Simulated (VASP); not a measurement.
# Vibrations of MnBi2Te4 at several levels of theory, part 2 of 3

How much do the zone-centre frequencies of MnBi2Te4 depend on the functional? The starting structure is a measured crystal structure from the Crystallography Open Database. These runs hold a net moment, 5.0 μB a cell; experiment finds antiferromagnetic order in this phase at low temperature (arxiv:2002.07390), so these aren't the modes of its ground state.

VASP 6.6.1.

### 2. Modes with LDA+U (Mn d 3.9 eV) (continued)

Level of this step: LDA, DFT+U (Mn d 3.9 eV), spin-polarised from a ferromagnetic start; plane waves and PAW (Bi_d, Te, Mn_pv) (VASP).

From OUTCAR (step 2):

```text
ion  position               nearest neighbor table
   1  0.152  0.576  0.728-   5 3.02   5 3.02   5 3.02   4 3.24   4 3.24   4 3.24
   2  0.848  0.424  0.272-   6 3.02   6 3.02   6 3.02   3 3.24   3 3.24   3 3.24
   3  0.410  0.705  0.115-   7 2.90   7 2.90   7 2.90   2 3.24   2 3.24   2 3.24
   4  0.590  0.295  0.885-   7 2.90   7 2.90   7 2.90   1 3.24   1 3.24   1 3.24
   5  0.731  0.866  0.597-   1 3.02   1 3.02   1 3.02   6 3.58   6 3.58   6 3.58
   6  0.269  0.134  0.403-   2 3.02   2 3.02   2 3.02   5 3.58   5 3.58   5 3.58
   7  0.000  0.000  0.000-   3 2.90   4 2.90   3 2.90   4 2.90   4 2.90   3 2.90

  LATTYP: Found a trigonal (rhomboedric) cell.
 ALAT       =    13.5187706519
 COS(alpha) =     0.9499071333

 Subroutine GETGRP returns: Found 12 space group operations
 (whereof 12 operations were pure point group operations)

The static configuration has the point symmetry D_3d.

 Found     32 irreducible k-points:

   k-points           NKPTS =     32   k-points in BZ     NKDIM =     32   number of bands    NBANDS=     48

   dimension x,y,z NGX =    30 NGY =   30 NGZ =   96
   dimension x,y,z NGXF=    60 NGYF=   60 NGZF=  192

   ENCUT  =  450.0 eV  33.07 Ry    5.75 a.u.   7.40  7.40 23.38*2*pi/ulx,y,z

   NELECT =      67.0000    total number of electrons

 k-points in reciprocal lattice and weights: Automatic mesh
   0.00000000  0.00000000  0.00000000       0.005
   0.16666667 -0.00000000 -0.00000000       0.028
   0.33333333 -0.00000000 -0.00000000       0.028
   0.50000000 -0.00000000 -0.00000000       0.014
   0.00000000  0.16666667  0.00000000       0.028
   0.16666667  0.16666667 -0.00000000       0.056
   0.33333333  0.16666667  0.00000000       0.056
   0.00000000  0.33333333  0.00000000       0.028
   0.16666667  0.33333333 -0.00000000       0.056
[...]
0.16666667  0.16666667  0.33333333       0.028
   0.00000000  0.00000000  0.50000000       0.005

atom =   7  type =  3  l = 2

 onsite density matrix

spin component  1

  0.9281 -0.0000 -0.0000  0.0042 -0.0000
 -0.0000  0.9331  0.0000 -0.0000  0.0042
 -0.0000  0.0000  0.9269  0.0000  0.0000
  0.0042 -0.0000  0.0000  0.9331  0.0000
 -0.0000  0.0042  0.0000  0.0000  0.9281

spin component  2

  0.0494 -0.0000  0.0000  0.0430  0.0000
 -0.0000  0.0736  0.0000 -0.0000  0.0430
  0.0000  0.0000  0.0166 -0.0000  0.0000
  0.0430 -0.0000 -0.0000  0.0736  0.0000
  0.0000  0.0430  0.0000  0.0000  0.0494

 occupancies and eigenvectors

  o =  0.0166  v =  0.0000  0.0000  0.0000  0.0000  0.0000 -0.0000  0.0000  1.0000  0.0000 -0.0000      0.0000  0.0000  0.0000  0.0000  0.0000  0.0000  0.0000  0.0000  0.0000  0.0000
  o =  0.0168  v =  0.0000  0.0000  0.0000  0.0000  0.0000 -0.7971  0.0000 -0.0000  0.6039 -0.0000      0.0000  0.0000  0.0000  0.0000  0.0000  0.0000  0.0000  0.0000  0.0000  0.0000
  o =  0.0168  v =  0.0000  0.0000  0.0000  0.0000  0.0000 -0.0000 -0.6039  0.0000  0.0000  0.7971      0.0000  0.0000  0.0000  0.0000  0.0000  0.0000  0.0000  0.0000  0.0000  0.0000
  o =  0.1062  v =  0.0000  0.0000  0.0000  0.0000  0.0000  0.6039  0.0000 -0.0000  0.7971  0.0000      0.0000  0.0000  0.0000  0.0000  0.0000  0.0000  0.0000  0.0000  0.0000  0.0000
  o =  0.1062  v =  0.0000  0.0000  0.0000  0.0000  0.0000  0.0000 -0.7971 -0.0000  0.0000 -0.6039      0.0000  0.0000  0.0000  0.0000  0.0000  0.0000  0.0000  0.0000  0.0000  0.0000
  o =  0.9257  v = -0.8702 -0.0000 -0.0000  0.4926 -0.0000  0.0000  0.0000  0.0000  0.0000  0.0000      0.0000  0.0000  0.0000  0.0000  0.0000  0.0000  0.0000  0.0000  0.0000  0.0000
  o =  0.9257  v =  0.0000  0.4926  0.0000 -0.0000 -0.8702  0.0000  0.0000  0.0000  0.0000  0.0000      0.0000  0.0000  0.0000  0.0000  0.0000  0.0000  0.0000  0.0000  0.0000  0.0000
  o =  0.9269  v =  0.0000 -0.0000  1.0000  0.0000  0.0000  0.0000  0.0000  0.0000  0.0000  0.0000      0.0000  0.0000  0.0000  0.0000  0.0000  0.0000  0.0000  0.0000  0.0000  0.0000
  o =  0.9355  v =  0.4926 -0.0000 -0.0000  0.8702 -0.0000  0.0000  0.0000  0.0000  0.0000  0.0000      0.0000  0.0000  0.0000  0.0000  0.0000  0.0000  0.0000  0.0000  0.0000  0.0000
  o =  0.9355  v =  0.0000  0.8702  0.0000  0.0000  0.4926  0.0000  0.0000  0.0000  0.0000  0.0000      0.0000  0.0000  0.0000  0.0000  0.0000  0.0000  0.0000  0.0000  0.0000  0.0000

 average (electrostatic) potential at core
       1-104.7837       2-104.7717       3 -88.2709       4 -88.2943       5 -88.6456
       6 -88.6306       7 -69.3031

 E-fermi :   6.9225

 spin component 1
 k-point     1 :       0.0000    0.0000    0.0000
  band No.  band energies     occupation
    ...
     32       5.7553      1.00000
     33       5.7553      1.00000
     34       5.9620      1.00000
     35       5.9620      1.00000
     36       6.7584      1.00000
     37       7.1602      0.00000
     38       7.8655      0.00000
     39       7.8655      0.00000
     40       8.0407      0.00000
     41       8.0805      0.00000
    ...

 k-point     2 :       0.1667   -0.0000   -0.0000
  band No.  band energies     occupation
    ...
     32       5.4185      1.00000
     33       5.5354      1.00000
     34       5.9059      1.00000
     35       6.0084      1.00000
     36       6.2820      1.00000
     37       7.4081      0.00000
     38       8.1093      0.00000
     39       8.3444      0.00000
     40       8.5547      0.00000
     41       8.6328      0.00000
    ...

 k-point     3 :       0.3333   -0.0000   -0.0000
  band No.  band energies     occupation
    ...
     32       4.0571      1.00000
     33       4.8474      1.00000
     34       5.4055      1.00000
     35       5.9916      1.00000
     36       6.0402      1.00000
     37       7.6447      0.00000
     38       8.0266      0.00000
     39       8.2634      0.00000
     40       8.6734      0.00000
     41       9.2245      0.00000
    ...

 k-point     4 :       0.5000   -0.0000   -0.0000
  band No.  band energies     occupation
    ...
     32       4.4171      1.00000
     33       4.4389      1.00000
     34       4.5337      1.00000
     35       5.5434      1.00000
     36       6.1300      1.00000
     37       7.5939      0.00000
     38       7.7206      0.00000
     39       7.9799      0.00000
     40       8.7617      0.00000
     41       9.5743      0.00000
    ...

 k-point     5 :       0.0000    0.1667    0.0000
  band No.  band energies     occupation
    ...
     32       5.4023      1.00000
     33       5.4120      1.00000
     34       5.6110      1.00000
     35       6.1296      1.00000
     36       6.4070      1.00000
     37       7.7121      0.00000
     38       7.9882      0.00000
     39       8.2245      0.00000
     40       8.3564      0.00000
[...]
-2.139489 -1.235235  3.613168     0.000000   -0.121098    0.000000
      0.000000 -2.470470  1.522319     0.000000   -0.316598   -0.000000
      0.000000 -0.000000 11.768804     0.000000   -0.316598   -0.000000
      0.000000 -2.470470  7.938074    -0.000000    0.194896   -0.000000
     -0.000000  0.000000  5.353048    -0.000000    0.194896   -0.000000
      0.000000  0.000000  0.000000    -0.000001    0.833206    0.000000

   4 f  =    4.065689 THz    25.545479 2PiTHz  135.616793 cm-1    16.814332 meV
             X         Y         Z           dx          dy          dz
      2.139489 -1.235235  9.677955    -0.121098   -0.000000   -0.000000
     -2.139489 -1.235235  3.613168    -0.121098   -0.000000   -0.000000
      0.000000 -2.470470  1.522319    -0.316598   -0.000000    0.000000
      0.000000 -0.000000 11.768804    -0.316598   -0.000000    0.000000
      0.000000 -2.470470  7.938074     0.194896    0.000000    0.000000
     -0.000000  0.000000  5.353048     0.194896    0.000000    0.000000
      0.000000  0.000000  0.000000     0.833206    0.000001   -0.000000

   5 f  =    3.913922 THz    24.591896 2PiTHz  130.554381 cm-1    16.186673 meV
             X         Y         Z           dx          dy          dz
      2.139489 -1.235235  9.677955     0.000000   -0.000000   -0.296473
     -2.139489 -1.235235  3.613168     0.000000   -0.000000   -0.296473
      0.000000 -2.470470  1.522319     0.000000   -0.000000    0.194548
      0.000000 -0.000000 11.768804     0.000000   -0.000000    0.194548
      0.000000 -2.470470  7.938074    -0.000000    0.000000    0.403411
     -0.000000  0.000000  5.353048    -0.000000    0.000000    0.403411
      0.000000  0.000000  0.000000    -0.000000    0.000000   -0.650407

   6 f  =    3.565050 THz    22.399871 2PiTHz  118.917276 cm-1    14.743857 meV
             X         Y         Z           dx          dy          dz
      2.139489 -1.235235  9.677955     0.000000    0.000000   -0.026066
     -2.139489 -1.235235  3.613168    -0.000000   -0.000000    0.026066
      0.000000 -2.470470  1.522319    -0.000000   -0.000000   -0.643250
      0.000000 -0.000000 11.768804     0.000000    0.000000    0.643250
      0.000000 -2.470470  7.938074    -0.000000   -0.000000   -0.292489
     -0.000000  0.000000  5.353048     0.000000    0.000000    0.292489
      0.000000  0.000000  0.000000     0.000000    0.000000   -0.000000

   7 f  =    3.397153 THz    21.344939 2PiTHz  113.316812 cm-1    14.049488 meV
             X         Y         Z           dx          dy          dz
      2.139489 -1.235235  9.677955    -0.000002   -0.319507    0.000000
     -2.139489 -1.235235  3.613168     0.000002    0.319507   -0.000000
      0.000000 -2.470470  1.522319     0.000001    0.178471   -0.000000
      0.000000 -0.000000 11.768804    -0.000001   -0.178471    0.000000
      0.000000 -2.470470  7.938074     0.000003    0.605032   -0.000000
     -0.000000  0.000000  5.353048    -0.000003   -0.605032    0.000000
      0.000000  0.000000  0.000000    -0.000000    0.000000    0.000000

   8 f  =    3.397153 THz    21.344939 2PiTHz  113.316812 cm-1    14.049488 meV
             X         Y         Z           dx          dy          dz
      2.139489 -1.235235  9.677955    -0.319507    0.000002   -0.000000
     -2.139489 -1.235235  3.613168     0.319507   -0.000002    0.000000
      0.000000 -2.470470  1.522319     0.178471   -0.000001   -0.000000
      0.000000 -0.000000 11.768804    -0.178471    0.000001    0.000000
      0.000000 -2.470470  7.938074     0.605032   -0.000003   -0.000000
     -0.000000  0.000000  5.353048    -0.605032    0.000003    0.000000
      0.000000  0.000000  0.000000     0.000000   -0.000000   -0.000000

   9 f  =    2.923497 THz    18.368871 2PiTHz   97.517349 cm-1    12.090605 meV
             X         Y         Z           dx          dy          dz
      2.139489 -1.235235  9.677955     0.000000    0.332051   -0.000000
     -2.139489 -1.235235  3.613168     0.000000    0.332051   -0.000000
      0.000000 -2.470470  1.522319     0.000000    0.016120    0.000000
      0.000000 -0.000000 11.768804     0.000000    0.016120    0.000000
      0.000000 -2.470470  7.938074    -0.000000   -0.565505    0.000000
     -0.000000  0.000000  5.353048    -0.000000   -0.565505    0.000000
      0.000000  0.000000  0.000000     0.000000    0.373327   -0.000000

  10 f  =    2.923497 THz    18.368871 2PiTHz   97.517349 cm-1    12.090605 meV
             X         Y         Z           dx          dy          dz
      2.139489 -1.235235  9.677955     0.332051   -0.000000    0.000000
     -2.139489 -1.235235  3.613168     0.332051   -0.000000   -0.000000
      0.000000 -2.470470  1.522319     0.016120   -0.000000    0.000000
      0.000000 -0.000000 11.768804     0.016120   -0.000000   -0.000000
      0.000000 -2.470470  7.938074    -0.565505    0.000000    0.000000
     -0.000000  0.000000  5.353048    -0.565505    0.000000   -0.000000
      0.000000  0.000000  0.000000     0.373327   -0.000000    0.000000

  11 f  =    2.513177 THz    15.790757 2PiTHz   83.830560 cm-1    10.393660 meV
             X         Y         Z           dx          dy          dz
      2.139489 -1.235235  9.677955    -0.000000   -0.000000   -0.271267
     -2.139489 -1.235235  3.613168    -0.000000   -0.000000   -0.271267
      0.000000 -2.470470  1.522319     0.000000    0.000000    0.562674
      0.000000 -0.000000 11.768804     0.000000    0.000000    0.562674
      0.000000 -2.470470  7.938074     0.000000    0.000000   -0.291919
     -0.000000  0.000000  5.353048     0.000000    0.000000   -0.291919
      0.000000  0.000000  0.000000    -0.000000    0.000000    0.221790

  12 f  =    2.418001 THz    15.192746 2PiTHz   80.655817 cm-1    10.000042 meV
             X         Y         Z           dx          dy          dz
      2.139489 -1.235235  9.677955     0.000001    0.222409   -0.000000
     -2.139489 -1.235235  3.613168    -0.000001   -0.222409    0.000000
      0.000000 -2.470470  1.522319     0.000003    0.666534   -0.000000
      0.000000 -0.000000 11.768804    -0.000003   -0.666534    0.000000
    [... 90 further lines ...]
      0.000000 -2.470470  7.938074     0.000000   -0.000000   -0.358848
     -0.000000  0.000000  5.353048     0.000000   -0.000000   -0.358848
      0.000000  0.000000  0.000000     0.000000   -0.000000   -0.241082

 ELASTIC MODULI CONTR FROM IONIC RELAXATION (kBar)
 Direction    XX          YY          ZZ          XY          YZ          ZX
 --------------------------------------------------------------------------------
 XX        -144.2047    -32.5697   -150.5874      0.0000    -95.1245      0.0000
 YY         -32.5697   -144.2047   -150.5874     -0.0000     95.1245     -0.0000
 ZZ        -150.5874   -150.5874   -272.5627      0.0000     -0.0000      0.0000
 XY           0.0000     -0.0000      0.0000    -55.8175      0.0000    -95.1245
 YZ         -95.1245     95.1245     -0.0000      0.0000   -177.3769      0.0000
 ZX           0.0000     -0.0000      0.0000    -95.1245      0.0000   -177.3770
 --------------------------------------------------------------------------------

 total charge
# of ion       s       p       d       tot
------------------------------------------
    1        1.599   1.173   9.948  12.721
    2        1.599   1.173   9.948  12.721
    3        1.378   2.033   0.028   3.439
    4        1.378   2.033   0.028   3.439
    5        1.414   1.927   0.031   3.371
    6        1.414   1.927   0.031   3.371
    7        0.255   6.168   4.895  11.319
--------------------------------------------------
tot          9.036  16.435  24.909  50.381

 magnetization (x)
# of ion       s       p       d       tot
------------------------------------------
    1        0.003   0.026   0.002   0.030
    2        0.003   0.026   0.002   0.030
    3        0.010  -0.004   0.005   0.011
    4        0.010  -0.004   0.005   0.011
    5        0.002   0.024   0.001   0.027
    6        0.002   0.024   0.001   0.027
    7        0.039   0.029   4.377   4.445
--------------------------------------------------
tot          0.067   0.122   4.392   4.581

[... 6 further parts left out ...]
```

The last energy, forces, stress and levels in OUTCAR belong to the last displaced cell, not to the cell of POSCAR.

LDA+U (Mn d 3.9 eV): the zone-centre modes are at the top A2u (3) 154.1, A1g (3) 148.0, Eu (3) 135.6, A2u (2) 130.6 cm⁻¹, at the bottom Eg (2) 80.7, Eu (1) 56.7, A1g (1) 51.4, Eg (1) 33.1 cm⁻¹, with 4 more of the listed ones between.

### 3. Modes with LDA+U (Mn d 3.9 eV) at the measured cell

The atoms were first relaxed in the fixed cell, in a run that isn't shown.

INCAR reads:

```
SYSTEM = MnBi2Te4
PREC = Accurate
ENCUT = 450
EDIFF = 1E-08
NELM = 100
ISMEAR = 0
SIGMA = 0.03
LREAL = .FALSE.
ALGO = Normal
GGA = CA
NBANDS = 48
ISPIN = 2
MAGMOM = 0 0 0 0 0 0 4
LDAU = .TRUE.
LDAUTYPE = 2
LDAUL = -1 -1 2
LDAUU = 0 0 3.9
LDAUJ = 0 0 0
LDAUPRINT = 1
LASPH = .TRUE.
LMAXMIX = 4
LORBIT = 11
LWAVE = .FALSE.
LCHARG = .FALSE.
KPAR = 8
IBRION = 6
NFREE = 2
POTIM = 0.015
NSW = 1
ISIF = 2
```

POSCAR reads:

```
MnBi2Te4
1.0
   -4.3337000000      0.0000000000      0.0000000000
    2.1668500000     -3.7530942924      0.0000000000
    2.1668500000      1.2510314308     13.6367666667
Bi Te Mn
2 4 1
Direct
    0.1553556113      0.5776778057      0.7330334170
    0.8446443887      0.4223221943      0.2669665830
    0.4083136620      0.7041568310      0.1124704930
    0.5916863380      0.2958431690      0.8875295070
    0.7378557131      0.8689278566      0.6067835697
    0.2621442869      0.1310721434      0.3932164303
    0.0000000000      0.0000000000      0.0000000000
```

KPOINTS reads:

```
Automatic mesh
0
Gamma
6 6 6
0 0 0
```

Potentials, in the order of the species: Bi_d, Te and Mn_pv (LDA family, release 64).

Started as:

```bash
$ mpirun -np 8 vasp_std
```

What it wrote:

```text
[banner, memory and clock lines left out]
running    8 mpi-ranks, on    1 nodes
[...]
[... a notice as in an earlier step ...]

 LDA part: xc-table for (Slater(with rela. corr.)+CA(PZ))
 , standard interpolation
 POSCAR, INCAR and KPOINTS ok, starting setup
[...]
entering main loop
       N       E                     dE             d eps       ncg     rms          rms(c)
DAV:   1     0.614064969868E+03    0.61406E+03   -0.28507E+04  6688   0.121E+03
DAV:   2     0.352895404908E+02   -0.57878E+03   -0.55464E+03  6264   0.347E+02
DAV:   3    -0.297788939420E+02   -0.65068E+02   -0.62468E+02  7592   0.130E+02
DAV:   4    -0.328747781466E+02   -0.30959E+01   -0.30782E+01  7200   0.297E+01
[...]
DAV:  19    -0.333479085534E+02   -0.67389E-07   -0.60994E-08  6584   0.105E-03    0.898E-04
DAV:  20    -0.333479085672E+02   -0.13848E-07   -0.89934E-09  4960   0.480E-04    0.296E-04
DAV:  21    -0.333479085689E+02   -0.16744E-08   -0.27344E-09  3912   0.220E-04
[...]
2 F= -.33347612E+02 E0= -.33347612E+02  d E =-.192119E-24  mag=     5.0000
   3 F= -.33347625E+02 E0= -.33347625E+02  d E =-.191826E-24  mag=     5.0000
   4 F= -.33347039E+02 E0= -.33347039E+02  d E =-.628070E-23  mag=     5.0000
   5 F= -.33347012E+02 E0= -.33347012E+02  d E =-.128023E-24  mag=     5.0000
   6 F= -.33347638E+02 E0= -.33347638E+02  d E =-.543331E-24  mag=     5.0000
   7 F= -.33347638E+02 E0= -.33347638E+02  d E =-.542555E-24  mag=     5.0000
   8 F= -.33347447E+02 E0= -.33347447E+02  d E =-.257734E-21  mag=     5.0000
   9 F= -.33347392E+02 E0= -.33347392E+02  d E =-.482318E-26  mag=     5.0000
  10 F= -.33347504E+02 E0= -.33347504E+02  d E =-.960612E-24  mag=     5.0000
  11 F= -.33347505E+02 E0= -.33347505E+02  d E =-.957772E-24  mag=     5.0000
  12 F= -.33347286E+02 E0= -.33347286E+02  d E =-.292662E-26  mag=     5.0000
  13 F= -.33347288E+02 E0= -.33347288E+02  d E =-.266637E-21  mag=     5.0000
  14 F= -.33347624E+02 E0= -.33347624E+02  d E =-.100213E-23  mag=     5.0000
  15 F= -.33347624E+02 E0= -.33347624E+02  d E =-.999942E-24  mag=     5.0000
  16 F= -.33347493E+02 E0= -.33347493E+02  d E =-.156835E-23  mag=     5.0000
  17 F= -.33347493E+02 E0= -.33347493E+02  d E =-.156757E-23  mag=     5.0000
 Finite differences progress:
  Degree of freedom:   8/  8
  Displacement:        2/  2
  Total:              16/ 16
```

Run time: 15 min. Hardware: 8 MPI ranks of Intel Xeon 6975P-C (Granite Rapids), shared host; peak memory 18 GiB; 2 h of CPU time.

OUTCAR, selected parts (step 3):

```text
  Total       -2.4424861     -2.4424861     -2.2456011      0.0000000      0.0000000      0.0000000
  in kB      -17.6434271    -17.6434271    -16.2212185      0.0000000      0.0000000      0.0000000
  external PRESSURE =     -17.1693576 kB  Pullay stress =       0.0000000 kB

 POSITION                                       TOTAL-FORCE (eV/Angst)
 -----------------------------------------------------------------------------------
      2.16685     -1.25103      9.99621        -0.000000      0.000000     -0.014537
     -2.16685     -1.25103      3.64056        -0.000000      0.000000     -0.016659
      0.00000     -2.50206      1.53373        -0.000000      0.000000     -0.012844
     -0.00000     -0.00000     12.10303         0.000000      0.000000     -0.016680
      0.00000     -2.50206      8.27457         0.000000      0.000000      0.003159
     -0.00000      0.00000      5.36220         0.000000      0.000000      0.002214
     -0.00000     -0.00000     -0.01500         0.000000     -0.000000      0.055346
 -----------------------------------------------------------------------------------
    total drift:                               -0.000010     -0.000005      0.000804

  FREE ENERGIE OF THE ION-ELECTRON SYSTEM (eV)
  ---------------------------------------------------
  free  energy   TOTEN  =       -33.3474925033 eV

  energy  without entropy=      -33.3474925033  energy(sigma->0) =      -33.34749250

 magnetization (x)
# of ion       s       p       d       tot
------------------------------------------
    1        0.003   0.022   0.002   0.026
    2        0.003   0.022   0.002   0.026
    3        0.009  -0.004   0.004   0.009
    4        0.009  -0.004   0.004   0.009
    5        0.001   0.024   0.001   0.026
    6        0.001   0.024   0.001   0.026
    7        0.039   0.028   4.400   4.466
--------------------------------------------------
tot          0.065   0.111   4.413   4.589

[... 1 part as in an earlier step ...]

[... 2 further parts left out ...]
[key lines of the parts left out:]
E-fermi :   6.1565
```

The last energy, forces and stress in OUTCAR belong to the last displaced cell, not to that of POSCAR.

With LDA+U (Mn d 3.9 eV) at the measured cell the modes are at the top A2u (3) 150.0, A1g (3) 142.5 cm⁻¹, at the bottom A1g (1) 41.3, Eg (1) 27.5 cm⁻¹, with 8 more of the listed ones between; the largest shift is -10.1 cm⁻¹, in Eg (2), from LDA+U (Mn d 3.9 eV).

[end of part 2 of 3]

[Lines on the potential files, build, host, timing and source positions are cut from VASP's logs without a mark.]

[Logs are printed without paths, hosts, clocks, repeated set-up lines and the standing remarks that a program may print on its own settings, such as how far it seeks lower states.]

[Hosts, paths, dates, database ids (printed as entryN), source tags and the programs' standing remarks are cut or masked in the printed files.]
